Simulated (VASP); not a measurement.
Method: vdW-DF2, VASP's PBE PAW potentials (set 64) (plane waves; VASP 6.6.1).

A VASP calculation is set up with these files.

### POSCAR
```
Fe
1
   -1.4350000000     1.4350000000     1.4350000000
    1.4350000000    -1.4350000000     1.4350000000
    1.4350000000     1.4350000000    -1.4350000000
Fe
1
Direct
  0.0000000000   0.0000000000   0.0000000000
```

### INCAR
```
AGGAC  =  0.0
ALGO  =  Normal
EDIFF  =  1E-6
EDIFFG  =  -0.01
ENCUT  =  520
GGA  =  ML
IBRION  =  2
ISIF  =  3
ISMEAR  =  1
ISPIN  =  2
LASPH  =  T
LCHARG  =  F
LMAXMIX  =  4
LORBIT  =  10
LREAL  =  F
LUSE_VDW  =  T
LWAVE  =  F
MAGMOM  =  2.5
NELM  =  100
NSW  =  60
PREC  =  Accurate
SIGMA  =  0.1
SYSTEM  =  Fe
ZAB_VDW  =  -1.8867
```

KPOINTS:
```
Automatic mesh
0
Gamma
16 16 16
0 0 0
```

POTCAR, in this order: Fe (PBE.64 set). Program: vasp_std.

### Question
What will the output report for the number of irreducible k-points (NKPTS), largest plane-wave count, number of space-group operations, FFT grid (NGX, NGY, NGZ)?

### Answer

```yaml
number of irreducible k-points (NKPTS): 145
largest_plane_wave_count: 330
number_of_space_group_operations: 48
FFT grid (NGX, NGY, NGZ): 18 × 18 × 18
```

The compound is Fe in the bcc structure. This run relaxes it. Symmetry was kept, so distortions that lower it aren't found.
